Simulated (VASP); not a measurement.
Method: PBE GGA, VASP's PBE PAW potentials (set 64) (plane waves; VASP 6.6.1).

Input for VASP

**POSCAR**
```
PbO
4.05960
  1.0000000000   0.0000000000   0.0000000000
  0.0000000000   1.0000000000   0.0000000000
  0.0000000000   0.0000000000   1.2613065327
Pb O
2 2
Cartesian
  0.5000000000   0.0000000000   0.9648994975
  0.0000000000   0.5000000000   0.2964070352
  0.5000000000   0.5000000000   0.0000000000
  0.0000000000   0.0000000000   0.0000000000
```

### KPOINTS
```
Automatic mesh
0
Gamma
5 5 4
0 0 0
```

### INCAR
```
ALGO = Normal
EDIFF = 1E-6
ENCUT = 520
GGA = PE
ISIF = 2
ISMEAR = 0
LASPH = .TRUE.
LCHARG = .FALSE.
LMAXMIX = 4
LREAL = .FALSE.
LWAVE = .FALSE.
NELM = 100
PREC = Single
SIGMA = 0.05
SYSTEM = PbO
```

POTCAR, in this order: Pb_d O (PBE.64 set). Program: vasp_std.

The run wrote:

### OSZICAR
```
       N       E                     dE             d eps       ncg     rms          rms(c)
DAV:   1     0.449120682444E+03    0.44912E+03   -0.20118E+04   864   0.196E+03
DAV:   2     0.348366047073E+02   -0.41428E+03   -0.40622E+03   904   0.493E+02
DAV:   3    -0.245002816094E+02   -0.59337E+02   -0.58182E+02  1216   0.193E+02
DAV:   4    -0.262390655814E+02   -0.17388E+01   -0.17380E+01   928   0.387E+01
DAV:   5    -0.263021539719E+02   -0.63088E-01   -0.63078E-01  1264   0.705E+00    0.125E+01
DAV:   6    -0.217510900300E+02    0.45511E+01   -0.38543E+01  1392   0.453E+01    0.585E+00
DAV:   7    -0.215145991163E+02    0.23649E+00   -0.38265E+00  1144   0.147E+01    0.258E+00
DAV:   8    -0.215185949421E+02   -0.39958E-02   -0.90432E-01  1168   0.675E+00    0.133E+00
DAV:   9    -0.214860159969E+02    0.32579E-01   -0.18096E-01  1360   0.355E+00    0.312E-01
DAV:  10    -0.214880766978E+02   -0.20607E-02   -0.19604E-02   944   0.846E-01    0.620E-02
DAV:  11    -0.214882430673E+02   -0.16637E-03   -0.22805E-03  1488   0.357E-01    0.923E-02
DAV:  12    -0.214881400131E+02    0.10305E-03   -0.40205E-04  1296   0.222E-01    0.361E-02
DAV:  13    -0.214881327251E+02    0.72880E-05   -0.12662E-04  1200   0.822E-02    0.756E-03
DAV:  14    -0.214881324449E+02    0.28018E-06   -0.16249E-05  1288   0.473E-02    0.440E-03
DAV:  15    -0.214881315056E+02    0.93931E-06   -0.25152E-06   736   0.225E-02
   1 F= -.21488132E+02 E0= -.21488132E+02  d E =-.329498E-11
```

File OUTCAR:
```
------------------------ aborting loop because EDIFF is reached ----------------------------------------
  FORCE on cell =-STRESS in cart. coord.  units (eV):
  Direction    XX          YY          ZZ          XY          YZ          ZX
  --------------------------------------------------------------------------------------
  Total       -0.0755561     -0.0755561     -0.0860515      0.0000000      0.0000000      0.0000000
  in kB       -1.4345311     -1.4345311     -1.6338000      0.0000000      0.0000000      0.0000000
  external PRESSURE =      -1.5009541 kB  Pullay stress =       0.0000000 kB
  volume of cell :       84.39
      direct lattice vectors                 reciprocal lattice vectors
     4.059600000  0.000000000  0.000000000     0.246329688  0.000000000  0.000000000
     0.000000000  4.059600000  0.000000000     0.000000000  0.246329688  0.000000000
     0.000000000  0.000000000  5.120400000     0.000000000  0.000000000  0.195297242
 POSITION                                       TOTAL-FORCE (eV/Angst)
 -----------------------------------------------------------------------------------
      2.02980      0.00000      3.91711        -0.000000      0.000000      0.300742
      0.00000      2.02980      1.20329        -0.000000      0.000000     -0.300742
      2.02980      2.02980      0.00000        -0.000000      0.000000      0.000000
      0.00000      0.00000      0.00000         0.000000     -0.000000      0.000000
 -----------------------------------------------------------------------------------
    total drift:                                0.000000      0.000000      0.000000
  FREE ENERGIE OF THE ION-ELECTRON SYSTEM (eV)
  ---------------------------------------------------
  free  energy   TOTEN  =       -21.4881315056 eV

  energy  without entropy=      -21.4881315056  energy(sigma->0) =      -21.48813151
```
(Selected blocks of OUTCAR.)

File OUTCAR:
```
 val. band max:        4.4314987449   @ k =   0.0000   0.0000   0.0000

 cond. band min:       6.2220415437   @ k =   0.4000   0.4000   0.0000


 Fermi energy:         4.6451898944

 k-point     1 :       0.0000    0.0000    0.0000
  band No.  band energies     occupation
      1     -13.4146      2.00000
      2     -13.0312      2.00000
      3     -11.4598      2.00000
      4     -11.4598      2.00000
      5     -11.4143      2.00000
      6     -11.3852      2.00000
      7     -11.3321      2.00000
      8     -11.2765      2.00000
      9     -11.2758      2.00000
     10     -11.2758      2.00000
     11     -11.2491      2.00000
     12      -9.9761      2.00000
     13      -2.5084      2.00000
     14      -2.0860      2.00000
     15       0.5740      2.00000
     16       0.5740      2.00000
     17       2.9932      2.00000
     18       3.0411      2.00000
     19       3.0411      2.00000
     20       4.4315      2.00000
     21       6.6931      0.00000
     22       9.8109      0.00000
     23       9.9899      0.00000
     24       9.9899      0.00000

 k-point     2 :       0.2000    0.0000    0.0000
  band No.  band energies     occupation
      1     -13.3519      2.00000
      2     -13.0498      2.00000
      3     -11.4449      2.00000
      4     -11.4399      2.00000
      5     -11.3920      2.00000
      6     -11.3662      2.00000
      7     -11.3424      2.00000
      8     -11.2957      2.00000
      9     -11.2824      2.00000
     10     -11.2620      2.00000
     11     -11.1616      2.00000
     12     -10.0786      2.00000
     13      -2.6407      2.00000
     14      -2.1167      2.00000
     15       0.7151      2.00000
     16       0.7970      2.00000
     17       2.4108      2.00000
     18       2.7898      2.00000
     19       2.8940      2.00000
     20       4.3800      2.00000
     21       7.5725      0.00000
     22       8.3420      0.00000
     23       9.9436      0.00000
     24      10.1823      0.00000
...
```

Unless said otherwise, spin-orbit coupling is left out, though it shifts the bands of the heavy elements here.

The compound is PbO in the litharge structure. The cell was not relaxed at this level. The run is one of a series of settings (PREC = Single against the base run), some of them coarse on purpose.
